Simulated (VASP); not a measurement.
Cu (fcc) is relaxed at rising pressure, each step from the one before. Symmetry mostly holds the structure type, and other phases were not tried. The mesh follows the cell, and a change of mesh leaves a small step in the series.

Input:

```cif
data_Cu
_chemical_formula_sum 'Cu1'
_space_group_name_H-M_alt 'P 1'
_space_group_IT_number 1
_cell_length_a 2.49132
_cell_length_b 2.49132
_cell_length_c 2.49132
_cell_angle_alpha 60.000
_cell_angle_beta 60.000
_cell_angle_gamma 60.000
loop_
_space_group_symop_operation_xyz
  'x, y, z'
loop_
_atom_site_label
_atom_site_type_symbol
_atom_site_fract_x
_atom_site_fract_y
_atom_site_fract_z
_atom_site_occupancy
Cu1 Cu 0.00000 0.00000 0.00000 1
```

These are LDA (Ceperley-Alder, Perdew-Zunger), VASP's LDA PAW potentials (set 64) (plane waves; VASP 6.6.1) values and carry that method's errors. Numerical set-up: 500 eV cut-off, 18×18×18 Γ-centred mesh, first-order Methfessel-Paxton smearing of 0.10 eV, potentials Cu.

```
P (GPa)  V (Å³/atom)  H − H(0) (eV/atom)  space group  gap on the mesh (eV)    k-mesh
-------  -----------  ------------------  -----------  --------------------  --------
0              10.93               0.000        Fm-3m                  0.00  18×18×18
5              10.66               0.337        Fm-3m                  0.00  18×18×18
10             10.42               0.667        Fm-3m                  0.00  18×18×18
20             10.03               1.305        Fm-3m                  0.00  18×18×18
30              9.70               1.920        Fm-3m                  0.00  18×18×18
45              9.30               2.808        Fm-3m                  0.00  19×19×19
```

Pressures at which the relaxation failed are left out.

The compound is Cu in the fcc structure.
